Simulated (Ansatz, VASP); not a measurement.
One calculation of ZrZn, two programs

```xyz
2
Lattice="3.3383 0.0000 0.0000 0.0000 3.3383 0.0000 0.0000 0.0000 3.3383" Properties=species:S:1:pos:R:3 pbc="T T T"
Zr    1.6692    1.6692    1.6692
Zn    0.0000    0.0000    0.0000
```

Alike in both runs: task relaxation of cell and atoms; functional LDA; k mesh 12 × 12 × 12; occupations gaussian, width 0.1 eV; no spin polarisation.

|  | VASP | Ansatz |
| --- | --- | --- |
| version | VASP 6.6.1 | Ansatz 0.2.0 |
| potentials or method | VASP PAW LDA potentials, release 64 (Zr_sv, Zn) | scalar-relativistic, plane waves, PAW |
| plane-wave cutoff (eV) | 600 | 420 |
| valence electrons in the cell | 24 | 24 |

|  | VASP | Ansatz | Ansatz less VASP |
| --- | --- | --- | --- |
| gap on the k mesh at the Fermi level, each at its own relaxed structure (eV) | none | none | - |
| relaxed volume (Å³/atom) | 17.37 | 17.32 | -0.051 |
| relaxed cell length with the largest relative difference (Å) | 3.263 | 3.260 | -0.0032 |
| energy change over the relaxation (meV/atom) | -31 | -33 | -2.8 |

A gap of «none» marks a metal or a gap that the smearing closes.

LDA usually gives volumes a few per cent too small. Zero-point motion and thermal expansion aren't in these numbers.
